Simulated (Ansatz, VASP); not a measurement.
# WS2 (Tungstenite): VASP beside Ansatz

One calculation is typed for both programs; each brings its own data sets. How far apart do they land? The cell is taken from a series of runs on this material, whose earlier steps may have relaxed, scaled, displaced or heated it; both programs get it as it stands. Other levels of theory on this material are compared in a session of their own.

Method: plane waves, with VASP 6.6.1 beside it; PBE with D3(BJ) and LDA, in Ansatz 0.2.0.

### Step 1. The structure

The structure is hexagonal, space group P6_3/mmc (No. 194). Conventional cell: a = 3.180 Å, b = 3.180 Å, c = 12.000 Å, α = 90.00°, β = 90.00°, γ = 120.00°. W has 6 S at 2.41 Å nearest. Nearest to S lie 3 W at 2.41 Å. Farther neighbours and most contacts between anions are not listed.

Structure file:

```
W S
1.0
     3.18000    0.00000    0.00000
    -1.59000    2.75396    0.00000
     0.00000    0.00000   12.00000
W S
2 4
Direct
  0.33333 0.66667 0.27083
  0.66667 0.33333 0.77083
  0.33333 0.66667 0.64062
  0.66667 0.33333 0.14062
  0.33333 0.66667 0.90104
  0.66667 0.33333 0.40104
```

### Step 2. VASP: single point, PBE with D3(BJ)

A single point takes one fixed geometry, so differences don't come from the geometry; what else differs is listed under the comparison.

Lines of VASP's logs that name or quote its potential files are left out, and so is its time.

File INCAR:

```
SYSTEM = WS2
PREC = Accurate
ENCUT = 600
EDIFF = 1E-06
NELM = 120
ISMEAR = 0
SIGMA = 0.01
LREAL = .FALSE.
ALGO = Normal
GGA = PE
IVDW = 12
NBANDS = 24
LASPH = .TRUE.
LORBIT = 11
LWAVE = .FALSE.
LCHARG = .FALSE.
ISIF = 2
GGA_COMPAT = .FALSE.
EFERMI = MIDGAP
KPAR = 2
```

File POSCAR:

```
WS2
1.0
    3.1800000000      0.0000000000      0.0000000000
   -1.5900000000      2.7539607840      0.0000000000
    0.0000000000      0.0000000000     12.0000000000
W S
2 4
Direct
    0.3333333332      0.6666666668      0.2708333333
    0.6666666666      0.3333333334      0.7708333333
    0.3333333332      0.6666666668      0.6406250000
    0.6666666666      0.3333333334      0.1406249999
    0.3333333332      0.6666666668      0.9010416666
    0.6666666666      0.3333333334      0.4010416666
```

File KPOINTS:

```
Automatic mesh
0
Gamma
12 12 2
0 0 0
```

Potentials, in the order of the species: W and S (PBE family, release 64).

On the command line:

```bash
$ mpirun -np 2 vasp_std
```

Numbers of over 12 decimals in the logs are rounded to 6 here.

The log of the run:

```text
[banner, memory and clock lines left out]
running    2 mpi-ranks, on    1 nodes
 distrk:  each k-point on    1 cores,    2 groups
 distr:  one band on    1 cores,    1 groups

 POSCAR found type information on POSCAR W S
 POSCAR found :  2 types and       6 ions
 LDA part: xc-table for (Slater+PW92), standard interpolation
 POSCAR, INCAR and KPOINTS ok, starting setup
 FFT: planning ... GRIDC
 FFT: planning ... GRID_SOFT
 FFT: planning ... GRID
 WAVECAR not read
 entering main loop
       N       E                     dE             d eps       ncg     rms          rms(c)
DAV:   1     0.209662244013E+03    0.20966E+03   -0.17825E+04  1824   0.150E+03
DAV:   2    -0.323954404553E+02   -0.24206E+03   -0.23224E+03  2432   0.307E+02
DAV:   3    -0.497940639324E+02   -0.17399E+02   -0.17268E+02  2520   0.766E+01
DAV:   4    -0.501593069009E+02   -0.36524E+00   -0.36428E+00  2472   0.122E+01
DAV:   5    -0.501672570180E+02   -0.79501E-02   -0.79455E-02  2504   0.170E+00    0.391E+01
DAV:   6    -0.477044179360E+02    0.24628E+01   -0.11701E+01  2688   0.170E+01    0.178E+01
DAV:   7    -0.474191504377E+02    0.28527E+00   -0.34373E+00  2448   0.107E+01    0.900E+00
DAV:   8    -0.472949122748E+02    0.12424E+00   -0.44400E-01  2576   0.426E+00    0.136E+00
DAV:   9    -0.472902981913E+02    0.46141E-02   -0.64091E-02  2488   0.139E+00    0.539E-01
DAV:  10    -0.472888526663E+02    0.14455E-02   -0.14580E-02  2632   0.700E-01    0.348E-01
DAV:  11    -0.472888416737E+02    0.10993E-04   -0.16941E-03  2560   0.250E-01    0.108E-01
DAV:  12    -0.472888542554E+02   -0.12582E-04   -0.41398E-04  2560   0.128E-01    0.503E-02
DAV:  13    -0.472888610944E+02   -0.68391E-05   -0.24191E-05  2472   0.305E-02    0.172E-02
DAV:  14    -0.472888606099E+02    0.48450E-06   -0.18070E-06  1912   0.765E-03
   1 F= -.49888279E+02 E0= -.49888279E+02  d E =0.000000E+00
```

Parts of OUTCAR (step 2):

```text
ion  position               nearest neighbor table
   1  0.333  0.667  0.271-   6 2.41   6 2.41   6 2.41   4 2.41   4 2.41   4 2.41
   2  0.667  0.333  0.771-   3 2.41   5 2.41   3 2.41   5 2.41   3 2.41   5 2.41
   3  0.333  0.667  0.641-   2 2.41   2 2.41   2 2.41
   4  0.667  0.333  0.141-   1 2.41   1 2.41   1 2.41
   5  0.333  0.667  0.901-   2 2.41   2 2.41   2 2.41
   6  0.667  0.333  0.401-   1 2.41   1 2.41   1 2.41

  LATTYP: Found a hexagonal cell.
 ALAT       =     3.1800000000
 C/A-ratio  =     3.7735849057

 Subroutine GETGRP returns: Found 24 space group operations
 (whereof  6 operations were pure point group operations)

The static configuration has the point symmetry C_3v.
 The point group associated with its full space group is D_6h.

 Found     38 irreducible k-points:

   k-points           NKPTS =     38   k-points in BZ     NKDIM =     38   number of bands    NBANDS=     24

   dimension x,y,z NGX =    28 NGY =   28 NGZ =   96
   dimension x,y,z NGXF=    56 NGYF=   56 NGZF=  192

   ENCUT  =  600.0 eV  44.10 Ry    6.64 a.u.   6.35  6.35 23.97*2*pi/ulx,y,z

   NELECT =      36.0000    total number of electrons

 k-points in reciprocal lattice and weights: Automatic mesh
   0.00000000  0.00000000  0.00000000       0.003
   0.08333333  0.00000000  0.00000000       0.021
   0.16666667 -0.00000000  0.00000000       0.021
   0.25000000  0.00000000  0.00000000       0.021
   0.33333333  0.00000000  0.00000000       0.021
   0.41666667 -0.00000000  0.00000000       0.021
   0.50000000  0.00000000  0.00000000       0.010
   0.08333333  0.08333333  0.00000000       0.021
   0.16666667  0.08333333  0.00000000       0.042
[...]
0.33333333  0.25000000  0.50000000       0.042
   0.33333333  0.33333333  0.50000000       0.007

 average (electrostatic) potential at core
       1 -39.8060       2 -39.8060       3 -85.5745       4 -85.5745       5 -85.5745
       6 -85.5745

 E-fermi :   7.0909

 k-point     1 :       0.0000    0.0000    0.0000
  band No.  band energies     occupation
    ...
     14       4.2953      2.00000
     15       4.2953      2.00000
     16       5.3495      2.00000
     17       5.4132      2.00000
     18       6.6609      2.00000
     19       8.7729      0.00000
     20       8.7733      0.00000
     21       8.7876      0.00000
     22       8.7879      0.00000
     23       8.8099      0.00000
    ...

 k-point     2 :       0.0833    0.0000    0.0000
  band No.  band energies     occupation
    ...
     14       4.1185      2.00000
     15       4.3169      2.00000
     16       5.4133      2.00000
     17       5.4216      2.00000
     18       6.3875      2.00000
     19       8.6798      0.00000
     20       8.6928      0.00000
     21       8.7162      0.00000
     22       8.7546      0.00000
     23       8.8303      0.00000
    ...

 k-point     3 :       0.1667   -0.0000    0.0000
  band No.  band energies     occupation
    ...
     14       3.7043      2.00000
     15       4.2195      2.00000
     16       5.2134      2.00000
     17       5.3572      2.00000
     18       5.7075      2.00000
     19       8.1449      0.00000
     20       8.4529      0.00000
     21       8.6384      0.00000
     22       8.7725      0.00000
     23       8.8498      0.00000
    ...

 Edisp (eV)   -2.59942

  Total      -1.91165    -1.91165     0.19877     0.00000     0.00000     0.00000
  in kB     -29.14418   -29.14418     3.03032     0.00000     0.00000     0.00000
  external pressure =      -18.42 kB  Pullay stress =        0.00 kB

  energy-cutoff  :      600.00
  volume of cell :      105.09
      direct lattice vectors                 reciprocal lattice vectors
     3.180000000  0.000000000  0.000000000     0.314465409  0.181556688  0.000000000
    -1.590000000  2.753960784  0.000000000     0.000000000  0.363113377  0.000000000
     0.000000000  0.000000000 12.000000000     0.000000000  0.000000000  0.083333333

 POSITION                                       TOTAL-FORCE (eV/Angst)
 -----------------------------------------------------------------------------------
     -0.00000      1.83597      3.25000         0.000000     -0.000000      0.000000
      1.59000      0.91799      9.25000        -0.000000     -0.000000      0.000000
     -0.00000      1.83597      7.68750         0.000000     -0.000000      0.027152
      1.59000      0.91799      1.68750        -0.000000      0.000000      0.027152
     -0.00000      1.83597     10.81250        -0.000000     -0.000000     -0.027152
      1.59000      0.91799      4.81250        -0.000000     -0.000000     -0.027152
 -----------------------------------------------------------------------------------
    total drift:                                0.000001     -0.000001      0.000001

  FREE ENERGIE OF THE ION-ELECTRON SYSTEM (eV)
  ---------------------------------------------------
  free  energy   TOTEN  =       -49.8882785165 eV

  energy  without entropy=      -49.8882785165  energy(sigma->0) =      -49.88827852

 total charge
# of ion       s       p       d       tot
------------------------------------------
    1        0.565   0.707   4.237   5.509
    2        0.565   0.707   4.237   5.509
    3        1.361   2.360   0.000   3.721
    4        1.361   2.360   0.000   3.721
    5        1.361   2.360   0.000   3.721
    6        1.361   2.360   0.000   3.721
--------------------------------------------------
tot          6.572  10.854   8.474  25.900

[... 3 further parts left out ...]
```

The run ends at a pressure of -1.84 GPa, with forces up to 0.027 eV/Å.

### Step 3. Ansatz: single point, PBE with D3(BJ)

Ansatz runs on PAW files that the input asks for by source.

The same cell, functional and mesh now go to Ansatz, which takes its cutoff from its data sets.

File input.yaml:

```yaml
crystal:
  lattice:
    - [3.18, 0.0, 0.0]
    - [-1.59, 2.753960784, 0.0]
    - [0.0, 0.0, 12.0]
  atoms:
    - { symbol: W, position: [0.3333333333, 0.6666666667, 0.2708333333] }
    - { symbol: W, position: [0.6666666667, 0.3333333333, 0.7708333333] }
    - { symbol: S, position: [0.3333333333, 0.6666666667, 0.640625] }
    - { symbol: S, position: [0.6666666667, 0.3333333333, 0.140625] }
    - { symbol: S, position: [0.3333333333, 0.6666666667, 0.9010416667] }
    - { symbol: S, position: [0.6666666667, 0.3333333333, 0.4010416667] }
kpoints:
  mp_grid: { grid: [12, 12, 2] }
hamiltonian:
  xc: pbe
  pseudopotentials: { kind: paw, source: ansatz }
  dispersion: d3bj
scf:
  occupations: { method: fixed }
  n_extra_bands: 6
  convergence: { dr2_threshold: 1.0e-09 }
output:
  eigenvalues: true
  forces: true
  stress: true
```

On the command line:

```bash
$ ansatz run input.yaml --threads 16 --pin off --max-ram 73728MiB --backend cpu --events-out ev --progress --plain --runs-dir out
```

The log of the run:

```text
Warning: output.stress: scf.convergence.dr2_threshold = 1e-9 eV is looser than the 6e-10 eV advised for a printed stress (1e-10 eV for each atom of the cell: 6). What an SCF threshold leaves in a stress goes as its square root, and in the free energy as the threshold itself, and one threshold admits the most on a small cell: [figures from the program's tests cut] Set scf.convergence.dr2_threshold to 6e-10 eV or tighter. The threshold is an SCF's pass mark: one that does not reach it within its budget of iterations ends unconverged, or closes short of it on a stop that the run arms, and scf.convergence.dr2_threshold's page says what that costs each kind of run
scf.n_extra_bands = 6 over 40 filled bands (N_el = 80.0): the run solves 46 bands
Engine: ansatz 0.2.0, aarch64-unknown-linux-gnu
Pseudopotentials: kind: paw
Pseudopotential: W, paw, valence charge 28, recommended cutoff 760 eV (normal), W.paw.azcp
Pseudopotential: S, paw, valence charge 6, recommended cutoff 510 eV (normal), S.paw.azcp
Functional definition: PBE
  parameter kappa = 0.804
  parameter beta = 0.066725
  exchange = pbe_x(kappa = kappa, mu = beta*pi^2/3)
  correlation = pbe_c(beta = beta)
Crystal: 6 atoms, lattice volume = 105.091 Å³
Basis set: ecut = 760 eV, 4967 PW (Γ), exchange–correlation on 64×64×250 points (8 copies of the dense FFT grid, shifted against one another)
Bands: 46, of which v1, the nominal top of the filled ones, is band 40 counted from 1 (39 counted from 0)
Symmetry: 24 space group operations
Space group: P63/mmc (ITA 194), of the structure as read, at distance tolerance 4.7e-5 Å
k-points: 38 of 288
Non-local potential: W, projectors of the file, l = 0: 3, l = 1: 3, l = 2: 2, l = 3: 3
Non-local potential: S, projectors of the file, l = 0: 2, l = 1: 2, l = 2: 2
PAW form: soft (Blöchl's): semilocal exchange-correlation on the pseudo side does not see the compensation charge
PAW one-centre angular grid: W, 590 points (default); XC on 64 Gauss nodes
PAW one-centre angular grid: S, 110 points (default); XC on 64 Gauss nodes
Initial density: superposition of atomic densities (chi_scale 0.1, normalization cell, long waves kept (reshape's long-wave potential 0.03 eV rms))
Initial wavefunctions: pseudopotential atomic-orbital guess
Functional: x = pbe(κ = 0.804, μ = 0.219515), c = pbe(β = 0.066725)
SCF iter   1: F=—  HF=-39378.685667 eV  |F-HF|=—  |Δ(HF+E_count)|=         —  Δρ=4.14e-2  dr2=3.19e0  ethr=3.10e-3  ⟨swp⟩=5.2  Hψ=6491  notcnv=0  defer=84
preconditioner: auto → Resta (q_TF=auto, 2.607 Å⁻¹)  ε∞=3.5  [insulator: Δε(μ)=0.612 eV  Ē_g=18.331 eV  n_scr=38 (ndim 8)  ℏωp=29.0 eV  f_vac=0.015  ε∞_Penn≈3.5]
SCF iter   2: F=—  HF=-39378.019782 eV  |F-HF|=—  |Δ(HF+E_count)|=   6.66e-1  Δρ=2.35e-2  dr2=5.68e-1  ethr=3.10e-3  ⟨swp⟩=2.8  Hψ=2624  notcnv=0  defer=117
SCF iter   3: F=—  HF=-39377.913847 eV  |F-HF|=—  |Δ(HF+E_count)|=   1.06e-1  Δρ=9.51e-3  dr2=2.14e-1  ethr=7.10e-4  ⟨swp⟩=3.3  Hψ=2579  notcnv=0  defer=145
SCF iter   4: F=—  HF=-39377.886658 eV  |F-HF|=—  |Δ(HF+E_count)|=   2.72e-2  Δρ=3.49e-3  dr2=1.32e-2  ethr=2.68e-4  ⟨swp⟩=3.8  Hψ=2682  notcnv=0  defer=145
SCF iter   5: F=—  HF=-39377.887341 eV  |F-HF|=—  |Δ(HF+E_count)|=   6.83e-4  Δρ=1.27e-3  dr2=1.60e-3  ethr=1.65e-5  ⟨swp⟩=3.3  Hψ=3321  notcnv=0  defer=150
SCF iter   6: F=—  HF=-39377.887318 eV  |F-HF|=—  |Δ(HF+E_count)|=   2.31e-5  Δρ=4.04e-4  dr2=2.34e-4  ethr=1.99e-6  ⟨swp⟩=2.0  Hψ=2986  notcnv=0  defer=150
SCF iter   7: F=—  HF=-39377.887533 eV  |F-HF|=—  |Δ(HF+E_count)|=   2.15e-4  Δρ=1.59e-4  dr2=5.18e-5  ethr=2.92e-7  ⟨swp⟩=3.0  Hψ=3895  notcnv=0  defer=148
SCF iter   8: F=—  HF=-39377.887538 eV  |F-HF|=—  |Δ(HF+E_count)|=   5.43e-6  Δρ=3.00e-5  dr2=1.46e-6  ethr=6.48e-8  ⟨swp⟩=2.0  Hψ=2232  notcnv=0  defer=132
SCF iter   9: F=—  HF=-39377.887174 eV  |F-HF|=—  |Δ(HF+E_count)|=   3.64e-4  Δρ=5.03e-6  dr2=2.47e-8  ethr=1.82e-9  ⟨swp⟩=3.2  Hψ=3634  notcnv=0  defer=81
SCF iter  10: F=—  HF=-39377.887174 eV  |F-HF|=—  |Δ(HF+E_count)|=   5.38e-8  Δρ=1.21e-6  dr2=3.15e-9  ethr=3.08e-11  ⟨swp⟩=2.8  Hψ=3552  notcnv=0  defer=81
SCF iter  11: F=-39377.887174 eV  HF=-39377.887174 eV  |F-HF|=1.46e-11  |Δ(HF+E_count)|=  3.42e-10  Δρ=1.81e-7  dr2=4.78e-11  ethr=1.25e-12  ⟨swp⟩=14.6  Hψ=10004  notcnv=0
SCF 1 converged in 11 iterations: F = -39377.887174 eV  dr2 = 4.78e-11
  greatest PAW one-centre occupation: 0.998 electrons in one spin orbital (limit 2), on the W atom at site 1 (counted from 0), in its partial waves of l = 3
SCF converged after 11 iterations
Free energy (F): -39377.887174 eV
Harris-Foulkes:  -39377.887174 eV  (|F-HF|=1.46e-11)
Internal energy: -39377.887174 eV  (E = F + TS)
E sigma→0 (E₀):  -39377.887174 eV
Fermi energy:    13.670403 eV
--- Per-component energies (eV) ---
  E_band       = -707.756066
  E_kinetic    = 1975.218261
  E_local      = -27339.239917  (includes V_loc(G=0)·N_el)
  E_nonlocal   = 3548.182509
  E_hartree    = 9991.743591
  E_xc         = -865.778161
  E_vxc        = -974.685040  (∫ρ·V_xc dr)
  E_paw        = -17507.264225  (= ΣΔE_a)
  E_vpaw       = 2099.280328  (= ΣTr[D̂ρ^β])
  E_aug_tail   = -0.000081  (compensation charges beyond the density's cutoff)
  E_ewald      = -9178.149081
  E_disp       = -2.600071  (pairwise vdW)
  E_smearing   = -0.000000  (= −TS)
  E_closure    = 0.000000  (closes the sum)
  Σ components = -39377.887174   (vs F -39377.887174, Δ=0.00e0)
--- Forces (eV/Å), atoms counted from 1 ---
  atom   1  W      0.00000000    -0.00000000     0.00000000
  atom   2  W      0.00000000     0.00000000     0.00000000
  atom   3  S      0.00000000     0.00000000    -0.04213404
  atom   4  S      0.00000000    -0.00000000    -0.04213404
  atom   5  S     -0.00000000     0.00000000     0.04213404
  atom   6  S      0.00000000    -0.00000000     0.04213404
  max |Σ_I F_I| component: 2.31e-16 eV/Å
--- Stress (GPa, compression-positive) ---
       -2.122809       0.000000       0.000000
       -0.000000      -2.122809       0.000000
        0.000000       0.000000       1.000879
  P = ⅓ Tr σ = -1.0816 GPa (-10.816 kbar)
--- Band table (eV; the first three rows and the last of 38) ---
  k-point 0: bands = [... 36 lower, 11.2664, 12.3242, 12.4041, 13.6704, 15.7520, 15.7520, 15.7632, 15.7632, ... 2 higher]
  k-point 1: bands = [... 36 lower, 11.2270, 11.2270, 13.3868, 13.3868, 15.7380, 15.7380, 15.7380, 15.7380, ... 2 higher]
  k-point 2: bands = [... 36 lower, 11.2897, 12.3928, 12.4131, 13.3929, 15.6576, 15.6757, 15.6985, 15.7311, ... 2 higher]
  k-point 37: bands = [... 36 lower, 10.4682, 10.4682, 12.8470, 12.8470, 14.6939, 14.6939, 16.1292, 16.1292, ... 2 higher]
```

The column dr2 measures how far the density is from self-consistency, as an energy; F and HF (Harris–Foulkes) agree once it is small.

The run ends at a pressure of -1.08 GPa, with forces up to 0.042 eV/Å.

### Step 4. Side by side

Known differences besides the potentials themselves: fixed occupations in Ansatz, narrow Gaussian smearing in VASP; the data sets hold 80 valence electrons in Ansatz (on PAW files that the input asks for by source) and 36 in VASP; the cutoff is 760 eV in Ansatz and 600 eV in VASP. Total energies have different zeros and are not compared.

Both answers:

| quantity | Ansatz | VASP | difference |
| --- | --- | --- | --- |
| pressure (GPa) | -1.08 | -1.84 | +0.76 |
| gap on the k mesh (eV) | 0.835 | 0.860 | -0.025 |

The largest component of a force difference here is 69 meV/Å. A gap on the mesh is an upper bound, since the band edges may lie between its points; neither run holds spin-orbit coupling, which can move the band edges of a compound of W.

(Continued in part 2 of 2.)

[Lines on the potential files, build, host, timing and source positions are cut from VASP's logs without a mark.]

[Logs are printed without paths, hosts, clocks, repeated set-up lines and the standing remarks that a program may print on its own settings, such as how far it seeks lower states.]

[Hosts, paths, dates, database ids (printed as entryN), source tags and the programs' standing remarks are cut or masked in the printed files.]
